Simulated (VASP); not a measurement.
BN (zinc blende): the lattice constant a from VASP (plane waves, PAW) at several levels of theory. Static lattice.

```tsv
level	lattice constant a (Å)	error against measurement
LDA	3.584	-0.2 %
PBE	3.626	+0.9 %
PBEsol	3.608	+0.4 %
SCAN	3.608	+0.4 %
r2SCAN	3.614	+0.6 %
PBE0	3.599	+0.2 %
```

Measured: 3.593 Å at 0 K (as given by Tamar Goldzak et al., The Journal of Chemical Physics (2022), arXiv:2208.04865; corrected for zero-point motion).

The cell of the LDA run:

BN has the cubic space group F-43m (No. 216), the zinc blende structure, Pearson symbol cF8. Lattice parameters: a = 3.584 Å, b = 3.584 Å, c = 3.584 Å, α = 90.00°, β = 90.00°, γ = 90.00°. B on 4a sees 4 N at 1.552 Å (tetrahedral). N on 4d is surrounded by 4 B at 1.552 Å (tetrahedral). (Neighbours: up to the widest gap in distance over summed covalent radii, below 1.35, at either atom.)
(The calculation used a cell of 2 atoms; values per cell refer to that cell.)

Only levels that ran to the end are used. Left out are those held back, those with too coarse a band path, GW runs whose mesh misses a band edge, hybrids' fits of cells that aren't cubic and levels without matching references; a question may draw on a part of the rest.

The compound is BN in the zinc blende structure.
